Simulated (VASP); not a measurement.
# CdGe2 (Fd-3m) in VASP: a series of runs, part 2 of 2

VASP 6.6.1. Earlier steps stand in the parts before.

## Step 3: Single point, PBE

This run uses another cell than the first one, of 22.28 Å³/atom, 1.117 times its volume.

The input, INCAR:

```
SYSTEM = CdGe2
PREC     = Accurate       ! precision mode
ENCUT    = 520            ! plane-wave cutoff, eV
EDIFF    = 1E-6           ! SCF threshold, eV
ISMEAR   = 0              ! smearing method
SIGMA    = 0.1            ! smearing width, eV
LREAL    = .FALSE.        ! projectors in reciprocal space
LASPH    = .TRUE.         ! aspherical terms in the spheres
NELM     = 100            ! most SCF steps
ALGO     = Normal         ! electronic algorithm
ISIF     = 2              ! what is computed and relaxed
LWAVE    = .FALSE.        ! write WAVECAR
LCHARG   = .FALSE.        ! write CHGCAR
GGA      = PE             ! functional
NBANDS   = 49             ! bands
```

The input, KPOINTS:

```
Automatic mesh
0
G
  4 4 4
  0 0 0
```

The input, POSCAR:

```
CdGe2
1.0
    0.0000000000      4.0584076950      4.0584076950
    4.0584076950      0.0000000000      4.0584076950
    4.0584076950      4.0584076950      0.0000000000
Cd Ge
2 4
Direct
    0.0000000000      0.0000000000      0.0000000000
    0.2500000000      0.2500000000      0.2500000000
    0.6250000000      0.6250000000      0.6250000000
    0.1250000000      0.6250000000      0.6250000000
    0.6250000000      0.6250000000      0.1250000000
    0.6250000000      0.1250000000      0.6250000000
```

Potentials or basis: VASP PAW PBE potentials, release 64 (Cd, Ge_d).

Launch:

```console
cat potpaw_PBE.64/Cd/POTCAR potpaw_PBE.64/Ge_d/POTCAR > POTCAR
mpirun -np 1 vasp_std > vasp.out
```

OUTCAR:

```text
SYSTEM = CdGe2
   PREC = Accurate
   ENCUT = 520
   EDIFF = 1E-6
   ISMEAR = 0
   LREAL = .FALSE.
   LASPH = .TRUE.
   NELM = 100
   ISIF = 2
   GGA = PE

 ion  position               nearest neighbor table
   1  0.000  0.000  0.000-   2 3.51   2 3.51   2 3.51   2 3.51
   2  0.250  0.250  0.250-   1 3.51   1 3.51   1 3.51   1 3.51
   3  0.625  0.625  0.625-   4 2.87   5 2.87   6 2.87   5 2.87   6 2.87   4 2.87
   4  0.125  0.625  0.625-   3 2.87   5 2.87   6 2.87   3 2.87   5 2.87   6 2.87
   5  0.625  0.625  0.125-   3 2.87   3 2.87   4 2.87   6 2.87   6 2.87   4 2.87
   6  0.625  0.125  0.625-   3 2.87   5 2.87   3 2.87   4 2.87   5 2.87   4 2.87

  LATTYP: Found a face centered cubic cell.
 ALAT       =     8.1168153900

  Lattice vectors:

 A1 = (   0.0000000000,   4.0584076950,   4.0584076950)
 A2 = (   4.0584076950,   0.0000000000,   4.0584076950)
 A3 = (   4.0584076950,   4.0584076950,   0.0000000000)

Analysis of symmetry for initial positions (statically):
=====================================================================
 Subroutine PRICEL returns:
 Original cell was already a primitive cell.

[... 168 lines left out ...]
 fundamental gap:      0.2826318493
 Fermi energy:         4.6228906522

 k-point     1 :       0.0000    0.0000    0.0000
  band No.  band energies     occupation
      1     -20.4740      2.00000
      2     -20.4442      2.00000
      3     -20.4442      2.00000
      4     -20.4394      2.00000
      5     -20.4394      2.00000
      6     -20.4394      2.00000
[... 405 lines left out ...]
     48       8.4937      0.00000
     49       9.1574      0.00000

------------------------ aborting loop because EDIFF is reached ----------------------------------------

  FORCE on cell =-STRESS in cart. coord.  units (eV):
  Direction    XX          YY          ZZ          XY          YZ          ZX
  --------------------------------------------------------------------------------------
  -------------------------------------------------------------------------------------
  Total       -0.0801420     -0.0801420     -0.0801420     -0.0000000      0.0000000      0.0000000
  in kB       -0.9604479     -0.9604479     -0.9604479     -0.0000000      0.0000000      0.0000000
  external PRESSURE =      -0.9604479 kB  Pullay stress =       0.0000000 kB

 VOLUME and BASIS-vectors are now :
 -----------------------------------------------------------------------------
  energy-cutoff  :      520.00
  volume of cell :      133.69
      direct lattice vectors                 reciprocal lattice vectors
     0.000000000  4.058407695  4.058407695    -0.123201028  0.123201028  0.123201028
     4.058407695  0.000000000  4.058407695     0.123201028 -0.123201028  0.123201028
     4.058407695  4.058407695  0.000000000     0.123201028  0.123201028 -0.123201028

 POSITION                                       TOTAL-FORCE (eV/Angst)
 -----------------------------------------------------------------------------------
      0.00000      0.00000      0.00000         0.000000      0.000000      0.000000
      2.02920      2.02920      2.02920        -0.000000     -0.000000     -0.000000
      5.07301      5.07301      5.07301        -0.000000     -0.000000      0.000000
      5.07301      3.04381      3.04381        -0.000000     -0.000000      0.000000
      3.04381      3.04381      5.07301        -0.000000     -0.000000      0.000000
      3.04381      5.07301      3.04381        -0.000000     -0.000000      0.000000
 -----------------------------------------------------------------------------------
    total drift:                                0.000000      0.000000      0.000000

  FREE ENERGIE OF THE ION-ELECTRON SYSTEM (eV)
  ---------------------------------------------------
  free  energy   TOTEN  =       -17.2771640825 eV

  energy  without entropy=      -17.2383218512  energy(sigma->0) =      -17.25774297
```

OSZICAR:

```text
N       E                     dE             d eps       ncg     rms          rms(c)
DAV:   1     0.937693239323E+03    0.93769E+03   -0.37681E+04  1008   0.410E+03
DAV:   2     0.151382970645E+03   -0.78631E+03   -0.75343E+03   784   0.113E+03
DAV:   3    -0.659806805719E+01   -0.15798E+03   -0.15336E+03   859   0.249E+02
DAV:   4    -0.176083489189E+02   -0.11010E+02   -0.10877E+02   893   0.726E+01
DAV:   5    -0.178849101028E+02   -0.27656E+00   -0.27601E+00   829   0.129E+01    0.404E+00
DAV:   6    -0.173041278374E+02    0.58078E+00   -0.11054E+00   899   0.805E+00    0.391E+00
DAV:   7    -0.172832024346E+02    0.20925E-01   -0.30328E-01   884   0.258E+00    0.181E+00
DAV:   8    -0.172779607486E+02    0.52417E-02   -0.29063E-02   885   0.155E+00    0.302E-01
DAV:   9    -0.172772185042E+02    0.74224E-03   -0.44486E-03   915   0.477E-01    0.605E-02
DAV:  10    -0.172771571394E+02    0.61365E-04   -0.51111E-04   854   0.185E-01    0.382E-02
DAV:  11    -0.172771598273E+02   -0.26879E-05   -0.50913E-05   959   0.393E-02    0.175E-02
DAV:  12    -0.172771648061E+02   -0.49788E-05   -0.11907E-05   707   0.227E-02    0.106E-02
DAV:  13    -0.172771640825E+02    0.72357E-06   -0.23247E-06   676   0.136E-02
   1 F= -.17277164E+02 E0= -.17257743E+02  d E =-.388422E-01
```

It took 73 s on 1 thread of Intel Xeon Platinum 8375C at 2.90GHz (Ice Lake), shared host; peak memory 0.32 GiB.

What came out:

```yaml
Free_energy: -17.2772 eV
Pressure: -0.1 GPa
Band_gap_on_the_k_mesh: none (metal or under the smearing width)
```

Levels at points of the mesh, in eV from the Fermi level:
```csv
k point,band 38,band 39,band 40,band 41,band 42,band 43
"(0.00, 0.00, 0.00)",-3.44,-3.20,-1.21,-1.21,0.40,0.97
"(0.50, 0.00, 0.00)",-1.89,-1.38,0.01,0.01,0.38,0.41
"(0.50, 0.50, 0.00)",-0.47,-0.35,-0.35,0.44,0.44,0.79
```

## Step 4: Relaxation of cell and atoms, PBE

The input, INCAR:

```
SYSTEM = CdGe2
ALGO     = Fast           ! electronic algorithm
EDIFF    = 1E-6           ! SCF threshold, eV
EDIFFG   = -0.04          ! ionic threshold
ENCUT    = 600            ! plane-wave cutoff, eV
GGA      = PE             ! functional
IBRION   = 2              ! ionic algorithm
ISIF     = 3              ! what is computed and relaxed
ISMEAR   = 0              ! smearing method
LASPH    = .TRUE.         ! aspherical terms in the spheres
LCHARG   = .FALSE.        ! write CHGCAR
LREAL    = .FALSE.        ! projectors in reciprocal space
LWAVE    = .FALSE.        ! write WAVECAR
NELM     = 100            ! most SCF steps
NSW      = 90             ! ionic steps
PREC     = Accurate       ! precision mode
SIGMA    = 0.1            ! smearing width, eV
```

The input, KPOINTS:

```
k-points
0
G
  4 4 4
  0 0 0
```

Changes to POSCAR since step 3:

```diff
@@ -2,5 +2,5 @@
 1.0
-    0.0000000000      4.0584076950      4.0584076950
-    4.0584076950      0.0000000000      4.0584076950
-    4.0584076950      4.0584076950      0.0000000000
+    0.0000000000      3.9118088619      3.9118088619
+    3.9118088619      0.0000000000      3.9118088619
+    3.9118088619      3.9118088619      0.0000000000
 Cd Ge
```

Launch:

```console
cat potpaw_PBE.64/Cd/POTCAR potpaw_PBE.64/Ge_d/POTCAR > POTCAR
mpirun -np 1 vasp_std > vasp.out
```

It took 3.4 min on 1 thread of Intel Xeon Platinum 8375C at 2.90GHz (Ice Lake), shared host; peak memory 0.35 GiB.

The run converged. Its results:

* Free energy: -17.2734 eV
* Relaxed volume: 22.23 Å³/atom
* Relaxed cell: a = 5.735 Å, b = 5.735 Å, c = 5.735 Å, α = 60.00°, β = 60.00°, γ = 60.00°
* Space group after relaxing (to 0.05 Å): Fd-3m (No. 227)
* Energy gained by relaxing: 46.2 meV/atom
* Ionic steps: 3
* Pressure after relaxing: 0.1 GPa
* Band gap on the k mesh: none (metal or under the smearing width)

The path:
```
step  energy change (eV)  largest force (eV/Å)  pressure (GPa)  volume (Å³)
   1              0.0000                0.0000            7.14       119.72
   2             -0.2711                0.0000           -0.87       135.81
   3             -0.2774                0.0000            0.10       133.38
```

Final structure:
```xyz
6
Lattice="0.0000 4.0553 4.0553 4.0553 0.0000 4.0553 4.0553 4.0553 0.0000" Properties=species:S:1:pos:R:3 pbc="T T T"
Cd    0.0000    0.0000    0.0000
Cd    2.0276    2.0276    2.0276
Ge    5.0691    5.0691    5.0691
Ge    5.0691    3.0414    3.0414
Ge    3.0414    3.0414    5.0691
Ge    3.0414    5.0691    3.0414
```

Levels at points of the mesh, in eV from the Fermi level:
| k point | band 37 | band 38 | band 39 | band 40 | band 41 | band 42 | band 43 | band 44 |
| --- | --- | --- | --- | --- | --- | --- | --- | --- |
| (0.00, 0.00, 0.00) | -3.45 | -3.45 | -3.21 | -1.21 | -1.21 | 0.41 | 0.97 | 0.97 |
| (0.50, 0.00, 0.00) | -3.29 | -1.89 | -1.38 | 0.01 | 0.01 | 0.38 | 0.41 | 0.41 |
| (0.50, 0.50, 0.00) | -0.47 | -0.47 | -0.35 | -0.35 | 0.44 | 0.44 | 0.79 | 0.79 |

## Step 5: Single point, PBE

This run uses another cell than the first one, of 21.61 Å³/atom, 1.083 times its volume.

The input, INCAR:

```
SYSTEM = CdGe2
PREC = Accurate
ENCUT = 520
EDIFF = 1E-7
ISMEAR = 0
SIGMA = 0.1
LREAL = .FALSE.
LASPH = .TRUE.
NELM = 100
ALGO = Fast
ISIF = 2
LWAVE = .FALSE.
LCHARG = .TRUE.
GGA = PE
LELF = .TRUE.
LVHAR = .TRUE.
NBANDS = 49
```

The input, KPOINTS:

```
regular mesh
0
G
  8 8 8
  0 0 0
```

The input, POSCAR:

```
CdGe2
1.0
    0.0000000000      4.0174363846      4.0174363846
    4.0174363846      0.0000000000      4.0174363846
    4.0174363846      4.0174363846      0.0000000000
Cd Ge
2 4
Direct
    0.5000000000      0.5000000000      0.5000000000
    0.7500000000      0.7500000000      0.7500000000
    0.1250000000      0.1250000000      0.1250000000
    0.6250000000      0.1250000000      0.1250000000
    0.1250000000      0.1250000000      0.6250000000
    0.1250000000      0.6250000000      0.1250000000
```

Launch:

```console
cat potpaw_PBE.64/Cd/POTCAR potpaw_PBE.64/Ge_d/POTCAR > POTCAR
mpirun -np 1 vasp_std > vasp.out
```

Run time: 3.6 min. Hardware: 1 thread of Intel Xeon Platinum 8375C at 2.90GHz (Ice Lake), shared host; peak memory 0.34 GiB.

The run converged. Its results:

```yaml
Free_energy: -17.7548 eV
Pressure: 0.1 GPa
Band_gap_on_the_k_mesh: none (metal or under the smearing width)
```

Levels at points of the mesh, in eV from the Fermi level:
```
           k point  band 36  band 37  band 38  band 39  band 40  band 41  band 42  band 43  band 44  band 45
(0.00, 0.00, 0.00)    -3.28    -3.28    -3.28    -2.99    -0.97    -0.97     0.73     1.18     1.18     1.18
(0.50, 0.00, 0.00)    -3.14    -3.14    -1.66    -1.06     0.29     0.29     0.63     0.67     0.67     3.28
(0.50, 0.50, 0.00)    -4.88    -0.15    -0.15    -0.05    -0.05     0.71     0.71     1.07     1.07     3.09
```

## Step 6: Overview

```tsv
task	cell	k mesh	cutoff (eV)	gap on the mesh (eV)	pressure (GPa)
single point	Fd-3m, 19.95 Å³/atom	4 × 4 × 4	520	none	7.2
single point	Fd-3m, 22.28 Å³/atom	4 × 4 × 4	520	none	-0.1
relaxation of cell and atoms	relaxed	4 × 4 × 4	600	none	0.1
single point	Fd-3m, 21.61 Å³/atom	8 × 8 × 8	520	none	0.1
```

Alike in all rows: level PBE; potentials or basis VASP PAW PBE potentials, release 64 (Cd, Ge_d); no spin polarisation; smearing gaussian 0.1 eV.

Every run on the cell as given and a fine mesh finds a metal.

Total energies depend on the potentials used, so only differences within one code and one set of settings carry meaning.
